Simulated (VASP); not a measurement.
Input:

```
Au3Ge
1.0
    2.88701     0.00000     0.00000
   -1.44351     2.50023     0.00000
    0.00000     0.00000     9.55204
Ge Au
1 3
Cartesian
  1.44351   0.83341   0.00000
  1.44351   0.83341   4.77602
  0.00000   1.66682   2.38239
  0.00000   1.66682   7.16965
```

Computed with PBEsol GGA, VASP's PBE PAW potentials (set 64) (plane waves; VASP 6.6.1). Settings: 400 eV cut-off, Gaussian smearing of 0.050 eV, potentials Ge_d Au.

Problem. Give the energies of bands 14 to 27 at the high-symmetry points, in eV from the Fermi level.

Solution. 
```json
[
 {"band": "14", "Γ": "-4.63", "M": "-4.37", "K": "-4.76", "A": "-4.63", "L": "-4.22", "H": "-4.76"},
 {"band": "15", "Γ": "-4.63", "M": "-3.70", "K": "-4.65", "A": "-4.60", "L": "-3.66", "H": "-4.72"},
 {"band": "16", "Γ": "-4.41", "M": "-3.33", "K": "-4.01", "A": "-4.41", "L": "-3.63", "H": "-3.94"},
 {"band": "17", "Γ": "-4.41", "M": "-3.31", "K": "-3.76", "A": "-4.41", "L": "-3.25", "H": "-3.75"},
 {"band": "18", "Γ": "-3.45", "M": "-2.54", "K": "-3.11", "A": "-4.18", "L": "-2.59", "H": "-3.32"},
 {"band": "19", "Γ": "-3.45", "M": "-2.02", "K": "-3.08", "A": "-3.47", "L": "-2.02", "H": "-3.09"},
 {"band": "20", "Γ": "-2.98", "M": "-1.98", "K": "-2.91", "A": "-3.47", "L": "-1.98", "H": "-2.94"},
 {"band": "21", "Γ": "-2.98", "M": "-1.88", "K": "-2.19", "A": "-2.97", "L": "-1.88", "H": "-2.36"},
 {"band": "22", "Γ": "-2.58", "M": "-1.80", "K": "-1.46", "A": "-2.97", "L": "-1.80", "H": "-1.35"},
 {"band": "23", "Γ": "-2.43", "M": "-0.69", "K": "-1.39", "A": "-2.44", "L": "-0.78", "H": "-1.21"},
 {"band": "24", "Γ": "-2.43", "M": "0.39", "K": "2.27", "A": "-2.44", "L": "0.97", "H": "1.80"},
 {"band": "25", "Γ": "0.04", "M": "1.55", "K": "2.55", "A": "2.47", "L": "1.32", "H": "2.00"},
 {"band": "26", "Γ": "8.15", "M": "2.01", "K": "2.70", "A": "4.16", "L": "2.08", "H": "3.79"},
 {"band": "27", "Γ": "8.25", "M": "4.71", "K": "2.95", "A": "8.96", "L": "3.90", "H": "4.19"}
]
```

It has no gap at this level: it comes out as a metal or semimetal.

The structure comes from a computed database's GeAu3 entry (P-6m2); how it stands against other phases isn't given here. It was relaxed first, which changed the volume by -6 %. The electron count is odd and the run is not spin-polarised, which forces a metal.
